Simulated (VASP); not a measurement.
PmTe:

```
CELL_PARAMETERS angstrom
4.18125 0.00000 0.00000
-2.09062 3.62107 0.00000
0.00000 0.00000 4.08069
ATOMIC_POSITIONS crystal
Pm 0.00000 0.00000 0.00000
Te 0.66667 0.33333 0.50000
```

The cell comes from a database or a generator and needn't be the stable form of this composition.

Base run:

* Program: VASP 6.6.1
* Functional: LDA
* Potentials or basis: VASP PAW PBE potentials, release 64 (Pm, Te)
* Cutoff: 520 eV
* k mesh: 5 × 5 × 5
* Occupations: gaussian, width 0.05 eV
* Spin: collinear spin, random start
* Starting moments: [1.41, 0.0] μB
* Hubbard terms: Pm f U = 5 eV

Its results: band gap on the k mesh none (metal or under the smearing width); pressure 3.7 GPa; net moment 4.98 μB per cell; site moments Pm +4.75; Te -0.04 μB.

Question: The run is repeated on the same cell with these changes: hubbard terms from Pm f U = 5 eV to Pm f U = 6 eV; moments at the start from [1.41, 0.0] to [1.37, 0.0]. What comes out?

Answer: Band gap on the k mesh none (metal or under the smearing width); pressure -1.2 GPa; net moment 4.79 μB per cell; site moments Pm +4.30; Te -0.04 μB.

Caveats: the magnetic or orbital state may not be the lowest; the PAW data sets were made with another functional, which shifts forces and pressure a little; spin-orbit coupling is left out, which moves the levels of the heavy elements; the U is typed as a test and isn't derived for this compound.

Not every run made on this cell is shown here.
